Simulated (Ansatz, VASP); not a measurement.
# One calculation of AlB2P3, two programs

```
Al B P
1.0
     3.50261    0.00000    0.00000
    -1.75131    3.03335    0.00000
     0.00000    0.00000    8.57962
Al B P
1 2 3
Direct
  0.33333 0.66667 0.66667
  0.00000 0.00000 0.00000
  0.66667 0.33333 0.33333
  0.00000 0.00000 0.25000
  0.66667 0.33333 0.58333
  0.33333 0.66667 0.91667
```

Alike in both runs: task relaxation of cell and atoms; functional PBE; k mesh 6 × 6 × 2; occupations gaussian, width 0.1 eV; no spin polarisation.

|  | VASP | Ansatz |
| --- | --- | --- |
| version | VASP 6.6.1 | Ansatz 0.2.0 |
| potentials or method | VASP PAW PBE potentials, release 64 (Al, B, P) | scalar-relativistic, plane waves, PAW |
| plane-wave cutoff (eV) | 600 | 420 |
| valence electrons in the cell | 24 | 24 |

|  | VASP | Ansatz | Ansatz less VASP |
| --- | --- | --- | --- |
| gap on the k mesh at the Fermi level, each at its own relaxed structure (eV) | 0.23 | 0.23 | -0.006 |
| relaxed volume (Å³/atom) | 14.55 | 14.57 | +0.013 |
| relaxed cell length with the largest relative difference (Å) | 8.638 | 8.643 | +0.0054 |
| energy change over the relaxation (meV/atom) | -215 | -216 | -0.3 |
